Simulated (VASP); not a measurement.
# A VASP study of ScPbClO2 (BLYP + D4): structure first, properties next, part 4 of 4

Aim: relax ScPbClO2, then compute properties on the relaxed cell. The cell is invented: it takes the structure of a Materials Project entry for BiPbO2F (space group 8 there), with some of its atoms replaced by other elements, volume scaled by an estimate. It may not be a known or stable phase.

VASP 6.6.1, plane waves and PAW; the level of theory is named at each step.

So far, gap on the k-mesh (eV): step 2 (rough relaxation of the start cell) 3.08; step 3 (full relaxation (BLYP + D4)) 2.94.

## Step 6: Density of states (BLYP + D4)

Level of this step: BLYP with D4; plane waves and PAW (Pb_d, Sc_sv, Cl, O); invented cell (VASP).

A density of states needs more k-points than a total energy; ISMEAR = -5 takes tetrahedra, and LORBIT projects the states on the PAW spheres. The mesh is finer than in the run before.

File INCAR:

```
SYSTEM = ScPbClO2
PREC = Accurate
ENCUT = 520
EDIFF = 1E-06
NELM = 100
ISMEAR = -5
SIGMA = 0.05
LREAL = .FALSE.
ALGO = Normal
GGA = B5
ALDAX = 1
AGGAX = 1
AGGAC = 1
ALDAC = 0
IVDW = 13
VDW_S6 = 1
VDW_S8 = 2.34076671
VDW_A1 = 0.44488865
VDW_A2 = 4.0933009
NBANDS = 37
LORBIT = 11
LWAVE = .FALSE.
LCHARG = .FALSE.
KPAR = 2
NEDOS = 2001
```

File POSCAR:

```
ScPbClO2
1.0
    3.1604049888     -1.8262475071      0.0237226300
    3.1604049888      1.8262475071      0.0237226300
   -0.0605173970      0.0000000000      7.5677176766
Pb Sc Cl O
1 1 1 2
Direct
    0.3720433836      0.3720433836      0.7435822550
    0.7049414063      0.7049414063      0.3371561294
    0.0377149051      0.0377149051      0.0835233722
    0.3716090113      0.3716090113      0.3732915355
    0.7054142936      0.7054142936      0.6117467079
```

File KPOINTS:

```
Automatic mesh
0
Gamma
10 10 5
0 0 0
```

Potentials, in the order of the species: Pb_d, Sc_sv, Cl and O (PBE family, release 64).

The run is started by

```console
$ mpirun -np 2 vasp_std
```

Log:

```text
[... set-up lines as in an earlier step ...]
 entering main loop
       N       E                     dE             d eps       ncg     rms          rms(c)
DAV:   1     0.587663872031E+03    0.58766E+03   -0.20276E+04 10434   0.131E+03
DAV:   2     0.395065371691E+02   -0.54816E+03   -0.51521E+03 10480   0.414E+02
DAV:   3    -0.352937590324E+02   -0.74800E+02   -0.71756E+02 13346   0.165E+02
DAV:   4    -0.391904904171E+02   -0.38967E+01   -0.38756E+01 15351   0.412E+01
DAV:   5    -0.392720697222E+02   -0.81579E-01   -0.81540E-01 14241   0.571E+00    0.176E+01
DAV:   6    -0.310295985198E+02    0.82425E+01   -0.26329E+01 16910   0.430E+01    0.718E+00
DAV:   7    -0.307843711132E+02    0.24523E+00   -0.28492E+00 14838   0.118E+01    0.430E+00
DAV:   8    -0.306732732785E+02    0.11110E+00   -0.78606E-01 16292   0.641E+00    0.101E+00
DAV:   9    -0.306654876395E+02    0.77856E-02   -0.34922E-02 15604   0.165E+00    0.571E-01
DAV:  10    -0.306650253904E+02    0.46225E-03   -0.16159E-02 16572   0.974E-01    0.132E-01
DAV:  11    -0.306651276710E+02   -0.10228E-03   -0.83627E-04 14004   0.203E-01    0.703E-02
DAV:  12    -0.306652257286E+02   -0.98058E-04   -0.18739E-04 13540   0.854E-02    0.245E-02
DAV:  13    -0.306652409399E+02   -0.15211E-04   -0.24566E-05 13722   0.316E-02    0.107E-02
DAV:  14    -0.306652419115E+02   -0.97163E-06   -0.35359E-06 12844   0.143E-02
   1 F= -.33138656E+02 E0= -.33138656E+02  d E =0.000000E+00
```

Run time: 92 s. Hardware: 2 MPI ranks of Intel Xeon 6975P-C (Granite Rapids), shared host; peak memory 1 GiB; 3 min of CPU time.

OUTCAR, selected parts (step 6):

```text
   k-points           NKPTS =    141   k-points in BZ     NKDIM =    141   number of bands    NBANDS=     37

   NELECT =      44.0000    total number of electrons

 E-fermi :   4.2272

 k-point     1 :       0.0000    0.0000    0.0000
  band No.  band energies     occupation
    ...
     18       2.2154      2.00000
     19       2.2162      2.00000
     20       2.9601      2.00000
     21       2.9602      2.00000
     22       3.5012      2.00000
     23       7.8375      0.00000
     24       8.1702      0.00000
     25       8.1735      0.00000
     26       8.7815      0.00000
     27      10.4724      0.00000
    ...

  DFT-D4 for vdW energy calculation

  Edisp (eV):   -2.47341

  Total      -0.01681    -0.01094     0.00103     0.00000     0.00000    -0.00078
  in kB      -0.30835    -0.20071     0.01883     0.00000     0.00000    -0.01424
  external pressure =       -0.16 kB  Pullay stress =        0.00 kB

 POSITION                                       TOTAL-FORCE (eV/Angst)
 -----------------------------------------------------------------------------------
      2.30662      0.00000      5.64487        -0.000877      0.000000     -0.000619
      4.43540      0.00000      2.58495         0.001232      0.000000     -0.004651
      0.23333      0.00000      0.63387         0.004336      0.000000      0.002655
      2.32628      0.00000      2.84260        -0.001119      0.000000      0.006734
      4.42177      0.00000      4.66299        -0.003573      0.000000     -0.004119
 -----------------------------------------------------------------------------------
    total drift:                               -0.000171     -0.000000     -0.001486

  FREE ENERGIE OF THE ION-ELECTRON SYSTEM (eV)
  ---------------------------------------------------
  free  energy   TOTEN  =       -33.1386560668 eV

  energy  without entropy=      -33.1386560668  energy(sigma->0) =      -33.13865607

[... 7 parts as in an earlier step ...]

[... 9 further parts left out ...]
```

Numbers from this step:

- irreducible k-points: 141
- Fermi energy: 4.227 eV
- pressure: -0.01634 GPa
- valence top at k: 0, 0, 0.4
- conduction bottom at k: 0.5, 0.5, 0.2
- least direct gap at k: -0.3, 0.3, 0.4
- gap on the k-mesh: 2.746 eV
- least direct gap on the k-mesh: 2.988 eV

The density of states has structure finer than the step of the table below, so its rows give means over 1 eV, whole bins alone (the curve runs from -12.0 to 5.99 eV). Peaks (eV: height): total -7.2: 15.4, -2.9: 13.3, -2.0: 9.21, 4.6: 8.70; O p -2.9: 5.34, -2.0: 3.41, -1.6: 3.59, -0.6: 3.53; Sc d 4.0: 6.09, 4.2: 4.57, 4.6: 5.34, 4.9: 5.02; Cl p -3.7: 1.67, -2.9: 1.95, -2.0: 2.16, -1.5: 1.86; Pb p 3.7: 0.506, 4.2: 0.949, 4.6: 0.595, 5.9: 0.791.

States under -12.0 eV and over 6.0 eV are left out. The density of states by energy, zero at the valence-band top; means over each step; 7 of 9 lines; values in states/eV/cell:

```tsv
energy (eV)	total	O p	Sc d	Cl p	Pb p	Pb s	Sc p
-8	0	0	0	0	0	0	0
-7	2.00	0.225	0.0112	0.0265	0.00925	1.05	0.00336
-6	0	0	0	0	0	0	0
-5	0	0	0	0	0	0	0
-4	2.90	0.754	0.109	0.621	0.146	0.0215	0.0304
-3	5.53	2.01	0.359	0.994	0.145	0.0293	0.0889
-2	4.99	1.87	0.302	1.16	0.0812	0.0310	0.0762
-1	3.59	1.53	0.140	0.653	0.0738	0.199	0.0203
0	1.00	0.511	0.0241	0.0949	0.0268	0.0966	0.00276
1	0	0	0	0	0	0	0
2	0	0	0	0	0	0	0
3	1.49	0.140	0.433	0.0217	0.252	0.0133	0.00661
4	4.73	0.215	2.78	0.0898	0.412	0.0210	0.0173
5	5.06	0.401	3.03	0.113	0.315	0.0347	0.0653
```

The gap on this mesh is 2.75 eV, over the 2.68 eV of the band run, since this mesh misses a band edge. In the top eV of the valence band the largest shares in the PAW spheres are O p 49 %, Cl p 11 % and Pb s 8 %. The rest lies in smaller channels or between the spheres.

## Step 7: Optical spectrum (BLYP + D4)

LOPTICS sums transitions from filled to empty bands. NBANDS is raised for it.

INCAR: that of step 6 with these lines changed.

```diff
@@ -5,3 +5,3 @@
 NELM = 100
-ISMEAR = -5
+ISMEAR = 0
 SIGMA = 0.05
@@ -19,3 +19,3 @@
 VDW_A2 = 4.0933009
-NBANDS = 37
+NBANDS = 62
 LORBIT = 11
@@ -24,2 +24,4 @@
 KPAR = 2
-NEDOS = 2001
+LOPTICS = .TRUE.
+NEDOS = 1500
+CSHIFT = 0.1
```

POSCAR is that of step 6.

KPOINTS is that of step 6.

The run is started by

```console
$ mpirun -np 2 vasp_std
```

Log:

```text
[... set-up lines as in an earlier step ...]
 entering main loop
       N       E                     dE             d eps       ncg     rms          rms(c)
DAV:   1     0.554312059748E+03    0.55431E+03   -0.17350E+04 17724   0.783E+02
DAV:   2     0.311307279377E+02   -0.52318E+03   -0.46728E+03 18036   0.278E+02
DAV:   3    -0.366103488589E+02   -0.67741E+02   -0.64981E+02 19136   0.103E+02
DAV:   4    -0.391861807672E+02   -0.25758E+01   -0.25642E+01 22516   0.213E+01
DAV:   5    -0.392708705346E+02   -0.84690E-01   -0.84665E-01 23822   0.410E+00    0.176E+01
DAV:   6    -0.310941970731E+02    0.81767E+01   -0.13323E+01 27690   0.257E+01    0.748E+00
DAV:   7    -0.307881773831E+02    0.30602E+00   -0.20618E+00 23586   0.710E+00    0.414E+00
DAV:   8    -0.306759615643E+02    0.11222E+00   -0.55970E-01 28118   0.424E+00    0.114E+00
DAV:   9    -0.306643325357E+02    0.11629E-01   -0.39471E-02 27304   0.144E+00    0.496E-01
DAV:  10    -0.306649566924E+02   -0.62416E-03   -0.61542E-03 26488   0.407E-01    0.136E-01
DAV:  11    -0.306651860801E+02   -0.22939E-03   -0.54795E-04 24472   0.128E-01    0.822E-02
DAV:  12    -0.306652334095E+02   -0.47329E-04   -0.14316E-04 26544   0.827E-02    0.285E-02
DAV:  13    -0.306652416604E+02   -0.82509E-05   -0.27749E-05 25712   0.387E-02    0.131E-02
DAV:  14    -0.306652418966E+02   -0.23623E-06   -0.53183E-06 21698   0.114E-02
   1 F= -.33138656E+02 E0= -.33138656E+02  d E =-.252015E-12
 optical routines
 imaginary and real dielectric function
 recalculating local potential from charge density
 direction            1
 direction            2
 direction            3
```

It took 2.6 min on 2 MPI ranks; peak memory 2.6 GiB; 5.1 min of CPU time.

From OUTCAR (step 7):

```text
   k-points           NKPTS =    141   k-points in BZ     NKDIM =    141   number of bands    NBANDS=     62

   NELECT =      44.0000    total number of electrons

 E-fermi :   4.4299

 k-point     1 :       0.0000    0.0000    0.0000
  band No.  band energies     occupation
    ...
     18       2.2151      2.00000
     19       2.2159      2.00000
     20       2.9602      2.00000
     21       2.9602      2.00000
     22       3.5010      2.00000
     23       7.8375      0.00000
     24       8.1703      0.00000
     25       8.1736      0.00000
     26       8.7816      0.00000
     27      10.4725      0.00000
    ...

  DFT-D4 for vdW energy calculation

  Edisp (eV):   -2.47341

  Total      -0.01757    -0.01170     0.00157     0.00000     0.00000    -0.00079
  in kB      -0.32225    -0.21461     0.02875     0.00000     0.00000    -0.01450
  external pressure =       -0.17 kB  Pullay stress =        0.00 kB

 POSITION                                       TOTAL-FORCE (eV/Angst)
 -----------------------------------------------------------------------------------
      2.30662      0.00000      5.64487        -0.000876      0.000000     -0.000398
      4.43540      0.00000      2.58495         0.001231      0.000000     -0.004333
      0.23333      0.00000      0.63387         0.004339      0.000000      0.002255
      2.32628      0.00000      2.84260        -0.001124      0.000000      0.006736
      4.42177      0.00000      4.66299        -0.003571      0.000000     -0.004260
 -----------------------------------------------------------------------------------
    total drift:                               -0.000179     -0.000000     -0.000777

  FREE ENERGIE OF THE ION-ELECTRON SYSTEM (eV)
  ---------------------------------------------------
  free  energy   TOTEN  =       -33.1386560519 eV

  energy  without entropy=      -33.1386560519  energy(sigma->0) =      -33.13865605

 plasma frequency squared (from intraband transitions) (eV^2)
  --------------------------------------------------------------------------------------
       0.000       0.000      -0.000
       0.000       0.000       0.000
      -0.000       0.000       0.000

[... 7 parts as in an earlier step ...]

[... 9 further parts left out ...]
```

These are independent-particle spectra without excitons or local fields, and fine structure depends on the mesh and on CSHIFT.

Numbers from this step:

| Property | Result |
| --- | --- |
| bands | 62 |
| Fermi energy | 4.430 eV |
| pressure | -0.01694 GPa |
| least direct gap on the k-mesh | 2.989 eV |

Table of imaginary dielectric function by photon energy; read off at these points:

```tsv
photon energy (eV)	xx	zz
0.00	0	0
0.50	0.0148	0.0153
1.00	0.0320	0.0328
1.50	0.0554	0.0561
2.00	0.0938	0.0926
2.50	0.180	0.166
3.00	0.684	0.483
3.50	4.01	2.65
4.00	3.58	6.58
4.50	6.05	7.29
4.78	6.95	7.55
5.00	6.48	8.38
5.50	5.46	6.97
6.00	6.47	7.74
6.50	7.85	6.70
6.65	8.18	6.29
7.00	7.32	6.64
7.50	5.68	4.19
8.00	3.60	3.28
8.50	2.69	2.78
9.00	2.58	2.15
9.50	2.27	1.79
10.00	2.68	1.32
10.19	3.19	1.15
10.50	2.87	1.07
11.00	2.67	1.60
11.50	2.16	1.77
12.00	1.90	1.87
12.50	1.90	2.23
13.00	1.72	2.31
13.50	1.61	2.27
14.00	1.64	1.53
14.50	1.42	1.95
15.00	1.10	1.55
15.50	1.07	1.33
16.00	1.10	1.08
16.50	1.11	1.10
17.00	0.987	1.06
17.50	0.852	0.995
18.00	0.777	0.910
18.50	0.929	0.815
19.00	1.01	0.829
19.50	0.915	0.767
20.00	0.858	0.869
20.50	0.750	0.864
21.00	0.695	0.871
21.50	0.705	0.888
22.00	0.680	0.818
22.50	0.565	0.617
23.00	0.545	0.573
23.50	0.436	0.424
24.00	0.416	0.354
24.50	0.362	0.330
```

Table of real dielectric function by photon energy:

```tsv
photon energy (eV)	xx	zz
0	5.64	5.70
1	5.80	5.85
2	6.37	6.43
3	8.47	8.31
4	7.65	9.97
5	5.12	4.52
6	4.52	2.13
7	-0.0883	-0.403
8	-1.04	-0.615
9	0.219	-0.408
10	1.08	0.148
11	-0.124	1.10
12	0.184	1.21
13	0.234	0.530
14	0.0978	0.517
15	0.0825	-0.0485
16	0.255	0.219
17	0.250	0.300
18	0.409	0.272
19	0.396	0.413
20	0.265	0.553
21	0.343	0.342
22	0.353	0.323
23	0.313	0.136
24	0.446	0.400
```

This mesh misses the point of the least direct gap (2.86 eV in the band run), so the true onset lies lower. The mean of ε2 over directions passes 5 % of its top at 2.92 eV, against a least direct gap of 2.99 eV on this mesh; what lies under the gap is the tail of the broadening by CSHIFT.

## Step 8: Bands along the symmetry lines (TB-mBJ)

This step: TB-mBJ; plane waves and PAW (Pb_d, Sc_sv, Cl, O); invented cell (VASP 6.6.1).

The mesh alone shows little of the dispersion and can miss band extrema, so KPOINTS_OPT adds a path through the symmetry points after the self-consistent cycle. TB-mBJ is a local potential fitted to gaps: it costs far less than a hybrid but gives no energy.

File INCAR:

```
SYSTEM = ScPbClO2
PREC = Accurate
ENCUT = 520
EDIFF = 1E-06
NELM = 150
ISMEAR = 0
SIGMA = 0.05
LREAL = .FALSE.
ALGO = Normal
METAGGA = MBJ
LASPH = .TRUE.
NBANDS = 37
LORBIT = 11
LWAVE = .FALSE.
LCHARG = .FALSE.
KPAR = 2
```

POSCAR is that of step 7.

File KPOINTS:

```
Automatic mesh
0
Gamma
7 7 3
0 0 0
```

File KPOINTS_OPT:

```
Line mode
16
Line-mode
Reciprocal
  0.00000000   0.00000000   0.00000000 GAMMA
 -0.50000000  -0.50000000   0.00000000 Y

 -0.50000000  -0.50000000   0.00000000 Y
 -0.50010231  -0.50010231   0.49941279 F

 -0.50010231  -0.50010231   0.49941279 F
 -0.50000000  -0.50000000   0.50000000 L

 -0.50000000  -0.50000000   0.50000000 L
 -0.66656054  -0.33343946   0.50000000 I

 -0.33343946   0.33343946   0.50000000 I1
  0.00000000   0.00000000   0.50000000 Z

  0.00000000   0.00000000   0.50000000 Z
 -0.49989769  -0.49989769   0.50058721 F1

 -0.50000000  -0.50000000   0.00000000 Y
 -0.66652634  -0.33347366   0.00000000 X1

 -0.33347366   0.33347366   0.00000000 X
  0.00000000   0.00000000   0.00000000 GAMMA

  0.00000000   0.00000000   0.00000000 GAMMA
 -0.50000000   0.00000000   0.00000000 N

 -0.50000000   0.00000000   0.50000000 M
  0.00000000   0.00000000   0.00000000 GAMMA
```

The run is started by

```console
$ mpirun -np 2 vasp_std
```

Log:

```text
[banner, memory and clock lines left out]
running    2 mpi-ranks, on    1 nodes
[...]
[... a notice as in an earlier step ...]

 LDA part: xc-table for (None), standard interpolation
 POSCAR, INCAR and KPOINTS ok, starting setup
[...]
entering main loop
       N       E                     dE             d eps       ncg     rms          rms(c)
DAV:   1     0.184998507717E+04    0.18500E+04   -0.20085E+04  3256   0.130E+03
DAV:   2     0.130861699947E+04   -0.54137E+03   -0.50948E+03  3256   0.413E+02
DAV:   3     0.123366669064E+04   -0.74950E+02   -0.72060E+02  4282   0.165E+02
DAV:   4     0.122977190646E+04   -0.38948E+01   -0.38748E+01  4944   0.419E+01
[...]
DAV:   8     0.123849615756E+04    0.27947E+01   -0.41383E+00  4237   0.133E+01    0.117E+01
DAV:   9     0.123775624049E+04   -0.73992E+00   -0.56277E-01  3875   0.434E+00    0.129E+01
DAV:  10     0.123877205967E+04    0.10158E+01   -0.10290E+00  4555   0.641E+00    0.815E+00
[... 130 further cycles ...]
DAV: 141     0.124341867017E+04   -0.59275E+00   -0.17674E+00  3281   0.582E+00    0.614E+01
DAV: 142     0.124419265444E+04    0.77398E+00   -0.32712E+01  3677   0.411E+01    0.206E+01
DAV: 143     0.124176536212E+04   -0.24273E+01   -0.34738E+00  4027   0.129E+01    0.284E+01
DAV: 144     0.124207010531E+04    0.30474E+00   -0.41911E-01  3599   0.371E+00    0.258E+01
[...]
DAV: 148     0.124034013345E+04   -0.49084E-01   -0.15776E-01  3364   0.209E+00    0.274E+01
DAV: 149     0.123984807269E+04   -0.49206E+00   -0.13190E-01  4867   0.347E+00    0.266E+01
DAV: 150     0.124014519853E+04    0.29713E+00   -0.14124E-01  3620   0.212E+00
|                                                                             |
|           W    W    AA    RRRRR   N    N  II  N    N   GGGG   !!!           |
|           W    W   A  A   R    R  NN   N  II  NN   N  G    G  !!!           |
|           W    W  A    A  R    R  N N  N  II  N N  N  G       !!!           |
|           W WW W  AAAAAA  RRRRR   N  N N  II  N  N N  G  GGG   !            |
|           WW  WW  A    A  R   R   N   NN  II  N   NN  G    G                |
|           W    W  A    A  R    R  N    N  II  N    N   GGGG   !!!           |
|                                                                             |
|     The electronic self-consistency was not achieved in the given           |
|     number of steps (NELM). The forces and other quantities evaluated       |
|     might not be reliable so examine the results carefully. If you find     |
|     spurious results, we suggest increasing NELM, if you were close to      |
|     convergence or switching to a different ALGO or adjusting the           |
|     density mixing parameters otherwise.                                    |
|                                                                             |

   1 F= 0.12401452E+04 E0= 0.12401452E+04  d E =-.134628E-17
 Start KPOINTS_OPT (optional k-point list driver)
k-point batch [1-44\160]
       N       E                     dE             ncg
DAV:   1     0.912076841857E+04   -0.43342E+05     3256
DAV:   2    -0.141396897993E+05   -0.23260E+05     3271
DAV:   3    -0.171100381976E+05   -0.29703E+04     4001
DAV:   4    -0.172714759131E+05   -0.16144E+03     4200
[...]
DAV:   8    -0.172794732092E+05   -0.16097E-03     4782
DAV:   9    -0.172794732160E+05   -0.68264E-05     3133
DAV:  10    -0.172794732166E+05   -0.59547E-06     2290
[...]
k-point batch [133-160\160]
       N       E                     dE             ncg
DAV:   1     0.133897555252E+05   -0.17189E+05     2080
DAV:   2    -0.143319612909E+04   -0.14823E+05     2077
DAV:   3    -0.333286558954E+04   -0.18997E+04     2624
DAV:   4    -0.343691261822E+04   -0.10405E+03     2784
[...]
DAV:   8    -0.344097544601E+04   -0.97477E-04     3124
DAV:   9    -0.344097544959E+04   -0.35786E-05     1921
DAV:  10    -0.344097544990E+04   -0.31099E-06     1466
```

Elapsed: 7 min, on 2 MPI ranks; peak memory 0.69 GiB.

Parts of OUTCAR (step 8):

```text
 k-point     1 :       0.0000    0.0000    0.0000
  band No.  band energies     occupation
    ...
     18       2.2560      2.00000
     19       2.2579      2.00000
     20       2.4416      2.00000
     21       2.4603      2.00000
     22       3.5060      2.00000
     23       8.4423      0.00000
     24       8.5953      0.00000
     25       8.6040      0.00000
     26       9.3869      0.00000
     27      10.6920      0.00000
    ...

  Total     -115.6490513   -115.6814938   -115.5237995      0.0000000      0.0000000     -0.0731415
  in kB    -2120.9444639  -2121.5394421  -2118.6474102      0.0000000      0.0000000     -1.3413784
  external PRESSURE =   -2120.3771054 kB  Pullay stress =       0.0000000 kB

 POSITION                                       TOTAL-FORCE (eV/Angst)
 -----------------------------------------------------------------------------------
      2.30662      0.00000      5.64487        -0.607160      0.000000      1.077990
      4.43540      0.00000      2.58495        -0.548110      0.000000      2.775710
      0.23333      0.00000      0.63387         2.370635      0.000000     -2.239896
      2.32628      0.00000      2.84260        -0.630776      0.000000     -0.767399
      4.42177      0.00000      4.66299        -0.584588      0.000000     -0.846405
 -----------------------------------------------------------------------------------
    total drift:                                2.862842     -0.000000      3.853355

  FREE ENERGIE OF THE ION-ELECTRON SYSTEM (eV)
  ---------------------------------------------------
  free  energy   TOTEN  =      1240.1451985262 eV

  energy  without entropy=     1240.1451985262  energy(sigma->0) =     1240.14519853

[... 8 parts as in an earlier step ...]

[... 11 further parts left out ...]
[key lines of the parts left out:]
E-fermi :   4.4983
```

The electronic loop ended without reaching EDIFF, so its numbers are not used.

## Step 9: Outcome

```
relaxed volume                                                           : 17.47 Å³/atom
relaxed conventional cell a, b, c                                        : 3.651, 3.651, 7.568 Å; angles 90.0, 90.0, 120.0°
space group after relaxing, within 0.02 Å (lengths above averaged to it) : P3m1 (No. 156)
band gap                                                                 : 2.68 eV, indirect (least direct gap of that run 2.86 eV)
gap among the points of the DOS mesh alone, an upper bound               : 2.75 eV
strongest peak of ε2, mean over directions                               : 6.59 eV
ε1 at zero frequency, no local fields, mean                              : 5.66
```

What this shows: With BLYP + D4, ScPbClO2 relaxes to 17.47 Å³/atom in space group P3m1 and has an indirect gap of 2.68 eV. Not obtained: bands along the symmetry lines (TB-mBJ), because the run did not converge. Band structure (BLYP + D4): The path shows an indirect gap of 2.68 eV (valence top at Z, conduction bottom between Y and F). The least direct gap is 2.86 eV. Spin-orbit coupling is left out, and with elements this heavy it would split and shift bands near the edges, and it can change the kind of a small gap. No search among competing phases was made. All values are for a static lattice at zero temperature.

[Lines on the potential files, build, host, timing and source positions are cut from VASP's logs without a mark.]

[Logs are printed without paths, hosts, clocks, repeated set-up lines and the standing remarks that a program may print on its own settings, such as how far it seeks lower states.]

[Hosts, paths, dates, database ids (printed as entryN), source tags and the programs' standing remarks are cut or masked in the printed files.]

[A measured line is paired with the nearest computed mode of its activity, which favours agreement.]
